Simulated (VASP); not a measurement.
Output of a VASP run:

File OSZICAR:
```
       N       E                     dE             d eps       ncg     rms          rms(c)
DAV:   1     0.238992898539E+02    0.23899E+02   -0.49984E+03  5872   0.116E+03
DAV:   2    -0.217892249696E+02   -0.45689E+02   -0.43647E+02  5816   0.196E+02
DAV:   3    -0.228018519325E+02   -0.10126E+01   -0.10049E+01  6924   0.378E+01
DAV:   4    -0.228178214961E+02   -0.15970E-01   -0.15968E-01  6706   0.435E+00
DAV:   5    -0.228183147263E+02   -0.49323E-03   -0.49338E-03  6652   0.768E-01    0.120E+01
DAV:   6    -0.230134004693E+02   -0.19509E+00   -0.54982E+01  6310   0.136E+02    0.153E+01
DAV:   7    -0.200846350840E+02    0.29288E+01   -0.15287E+01  6340   0.769E+01    0.172E+00
DAV:   8    -0.200862227813E+02   -0.15877E-02   -0.61759E-01  7064   0.121E+01    0.166E+00
DAV:   9    -0.200621113735E+02    0.24111E-01   -0.13432E-01  6406   0.664E+00    0.319E-01
DAV:  10    -0.200654858081E+02   -0.33744E-02   -0.10148E-02  6110   0.104E+00    0.280E-01
DAV:  11    -0.200667070207E+02   -0.12212E-02   -0.71336E-03  6746   0.138E+00    0.630E-02
DAV:  12    -0.200667019396E+02    0.50810E-05   -0.12422E-04  6368   0.148E-01    0.348E-02
DAV:  13    -0.200666650373E+02    0.36902E-04   -0.35842E-05  6222   0.703E-02    0.355E-02
DAV:  14    -0.200666959047E+02   -0.30867E-04   -0.52012E-05  6564   0.122E-01    0.952E-03
DAV:  15    -0.200666996143E+02   -0.37096E-05   -0.30121E-06  6212   0.201E-02    0.305E-03
DAV:  16    -0.200666996803E+02   -0.65968E-07   -0.11167E-06  6246   0.204E-02    0.644E-04
DAV:  17    -0.200666997093E+02   -0.29044E-07   -0.26520E-08  3054   0.280E-03
   1 F= -.20066700E+02 E0= -.20066700E+02  d E =0.000000E+00
       N       E                     dE             ncg
```

File OUTCAR:
```
------------------------ aborting loop because EDIFF is reached ----------------------------------------
  FORCE on cell =-STRESS in cart. coord.  units (eV):
  Direction    XX          YY          ZZ          XY          YZ          ZX
  --------------------------------------------------------------------------------------
  Total        0.0894365      0.0894353     -0.1453079      0.0000000     -0.0000000     -0.0000000
  in kB        6.1262622      6.1261771     -9.9533608      0.0000000     -0.0000000     -0.0000000
  external PRESSURE =       0.7663595 kB  Pullay stress =       0.0000000 kB
  volume of cell :       23.39
      direct lattice vectors                 reciprocal lattice vectors
     2.009144916 -2.009130955  0.000000000     0.248862089 -0.248863818  0.000000000
     2.009144916  2.009130955  0.000000000     0.248862089  0.248863818  0.000000000
     0.000000000  0.000000000  2.897213076     0.000000000  0.000000000  0.345159287
 POSITION                                       TOTAL-FORCE (eV/Angst)
 -----------------------------------------------------------------------------------
      0.00000      0.00000      0.00000         0.000000     -0.000000      0.000000
      2.00914      0.00000      1.44861        -0.000000      0.000000      0.000000
 -----------------------------------------------------------------------------------
    total drift:                                0.000000      0.000000      0.000000
  FREE ENERGIE OF THE ION-ELECTRON SYSTEM (eV)
  ---------------------------------------------------
  free  energy   TOTEN  =       -20.0666997093 eV

  energy  without entropy=      -20.0666997093  energy(sigma->0) =      -20.06669971

 total charge

# of ion       s       p       d       tot
------------------------------------------
    1        0.383   0.437   0.000   0.820
    2        0.497   0.561   8.492   9.549
--------------------------------------------------
tot          0.880   0.997   8.492  10.369
```
(Selected blocks of OUTCAR.)

**POSCAR**
```
AlNi
1
    2.0091449163    -2.0091309550     0.0000000000
    2.0091449163     2.0091309550     0.0000000000
    0.0000000000     0.0000000000     2.8972130764
Al Ni
1 1
Direct
  1.0000000000   1.0000000000   0.0000000000
  0.5000000000   0.5000000000   0.5000000000
```

**Question.** Write an INCAR and KPOINTS that could have produced this output.

**Answer.** Several could match; the one computed here: the input of the run itself, r2SCAN meta-GGA, plane waves, VASP's PBE PAW potentials (set 64).

### KPOINTS
```
kpoints
0
G
14 14 14
0 0 0
```

**KPOINTS_OPT**
```
k-points along high-symmetry lines
5
Line-mode
Reciprocal
  0.000000   0.000000   0.000000 ! GAMMA
 -0.500000   0.500000   0.000000 ! Y

 -0.500000   0.500000   0.000000 ! Y
 -0.496303   0.503697   0.000000 ! C_0

  0.496303   0.496303   0.000000 ! SIGMA_0
  0.000000   0.000000   0.000000 ! GAMMA

  0.000000   0.000000   0.000000 ! GAMMA
  0.000000   0.000000   0.500000 ! Z

  0.000000   0.000000   0.500000 ! Z
  0.496303   0.496303   0.500000 ! A_0

 -0.496303   0.503697   0.500000 ! E_0
 -0.500000   0.500000   0.500000 ! T

 -0.500000   0.500000   0.500000 ! T
 -0.500000   0.500000   0.000000 ! Y

  0.000000   0.000000   0.000000 ! GAMMA
  0.000000   0.500000   0.000000 ! S

  0.000000   0.500000   0.000000 ! S
  0.000000   0.500000   0.500000 ! R

  0.000000   0.500000   0.500000 ! R
  0.000000   0.000000   0.500000 ! Z

  0.000000   0.000000   0.500000 ! Z
 -0.500000   0.500000   0.500000 ! T
```

INCAR:
```
# general
SYSTEM   =  AlNi
PREC     =  Accurate
ENCUT    =  400   # plane-wave cut-off (eV)
LREAL    =  .FALSE.   # projection in real space or not
LASPH    =  .TRUE.   # aspherical one-centre terms

# electronic loop
EDIFF    =  1E-7
NELM     =  100   # most electronic steps
ALGO     =  Normal   # blocked Davidson
LMAXMIX  =  4
LMIXTAU  =  .TRUE.

# smearing
ISMEAR   =  -5   # tetrahedra, Bloechl

# functional
METAGGA  =  R2SCAN

# ions
ISIF     =  2   # forces and stress, cell fixed

# output
LWAVE    =  .FALSE.
LCHARG   =  .FALSE.
LORBIT   =  11   # lm-projected
NEDOS    =  601   # DOS grid
```

POTCAR, in this order: Al Ni (PBE.64 set). Program: vasp_std.

For a metal the tetrahedron method with Blöchl corrections gives inexact stress and forces.

The structure comes from a computed database's AlNi entry (Cmmm); how it stands against other phases isn't given here. It was relaxed first. The relaxed cell has space group P4/mmm. The run is not spin-polarised, so no magnetic state was tried. The electron count is odd and the run is not spin-polarised, which forces a metal.
